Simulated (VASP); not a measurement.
The system is GeBi3.

```xyz
4
Lattice="0.0000 3.8668 3.8668 3.8668 0.0000 3.8668 3.8668 3.8668 0.0000" Properties=species:S:1:pos:R:3 pbc="T T T"
Ge    0.0000    0.0000    0.0000
Bi    1.9334    1.9334    1.9334
Bi    5.8002    5.8002    5.8002
Bi    3.8668    3.8668    3.8668
```

The cell comes from a database or a generator and needn't be the stable form of this composition.

Base run:

| Item | Value |
| --- | --- |
| Program | VASP 6.6.1 |
| Functional | PBE |
| Potentials or basis | VASP PAW PBE potentials, release 64 (Ge_d, Bi_d) |
| Cutoff | 520 eV |
| k mesh | 4 × 4 × 4 |
| Occupations | methfessel-paxton, width 0.1 eV |
| Spin | no spin polarisation |

Its results: band gap on the k mesh none (metal or under the smearing width); pressure 0.9 GPa.

The run is repeated on the same cell with these changes: k mesh from 4 × 4 × 4 to 3 × 3 × 3; further incar settings from ALGO = Fast; EDIFF = 1e-06; NBANDS = 38 to ALGO = Normal; EDIFF = 1e-07; NBANDS = 38. What comes out?

Band gap on the k mesh none (metal or under the smearing width); pressure -0.4 GPa.

Caveats: some runs use coarse meshes; spin-orbit coupling is left out, which moves the levels of the heavy elements.

Not every run made on this cell is shown here.
